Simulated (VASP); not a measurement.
A VASP calculation is set up with these files.

### INCAR
```
SYSTEM = Ru
PREC = Accurate
ENCUT = 400
EDIFF = 1E-6
NELM = 100
ALGO = Normal
LREAL = .FALSE.
LASPH = .TRUE.
ISMEAR = 1
SIGMA = 0.1
GGA = PE
LMAXMIX = 4
LWAVE = .FALSE.
LCHARG = .FALSE.
ISIF = 2
ICHARG = 11
```

**KPOINTS**
```
Automatic mesh
0
Gamma
11 11 6
0 0 0
```

**POSCAR**
```
Ru
1
    1.3821000000    -2.3938680000     0.0000000000
    1.3821000000     2.3938680000     0.0000000000
    0.0000000000     0.0000000000     4.3656000000
Ru
2
Direct
  0.3333330000   0.6666670000   0.2500000000
  0.6666670000   0.3333330000   0.7500000000
```

POTCAR, in this order: Ru_pv (PBE.64 set). Program: vasp_std.

What VASP printed:

**standard output**
```
 POSCAR found type information on POSCAR Ru
 POSCAR found :  1 types and       2 ions
 Reading from existing POTCAR
 Reading from existing POTCAR
 LDA part: xc-table for (Slater+PW92), standard interpolation
 WARNING: stress and forces are not correct
 POSCAR, INCAR and KPOINTS ok, starting setup
 WAVECAR not read
 WARNING: CHGCAR is incomplete

 -----------------------------------------------------------------------------
|                                                                             |
|     EEEEEEE  RRRRRR   RRRRRR   OOOOOOO  RRRRRR      ###     ###     ###     |
|     E        R     R  R     R  O     O  R     R     ###     ###     ###     |
|     E        R     R  R     R  O     O  R     R     ###     ###     ###     |
|     EEEEE    RRRRRR   RRRRRR   O     O  RRRRRR       #       #       #      |
|     E        R   R    R   R    O     O  R   R                               |
|     E        R    R   R    R   O     O  R    R      ###     ###     ###     |
|     EEEEEEE  R     R  R     R  OOOOOOO  R     R     ###     ###     ###     |
|                                                                             |
|     ICHARG>10                                                               |
|                                                                             |
|       ---->  I REFUSE TO CONTINUE WITH THIS SICK JOB ... BYE!!! <----       |
|                                                                             |
 -----------------------------------------------------------------------------
```

Question: Read input and log: which fault does this run have?
(A) the mesh has unequal divisions along equivalent axes and breaks the lattice's symmetry
(B) EDIFF is too loose for the force threshold
(C) MAGMOM holds more values than there are atoms
(D) ICHARG = 11 asks for a fixed density, but there is no CHGCAR

Answer: D, ICHARG = 11 asks for a fixed density, but there is no CHGCAR. VASP stops with an error: ERROR: charge density could not be read from file CHGCAR for ICHARG>10 ----> I REFUSE TO CONTINUE WITH THIS SICK JOB ... BYE!!! <----

To mend it, run self-consistently first and keep its CHGCAR, or remove ICHARG. The plain static run on this cell (PBE GGA, plane waves, VASP's PBE PAW potentials (set 64)) converges, and its OSZICAR ends with
```
   1 F= -.18395620E+02 E0= -.18395683E+02  d E =0.188826E-03
```

The compound is Ru in the hcp structure. The cell was not relaxed at this level.
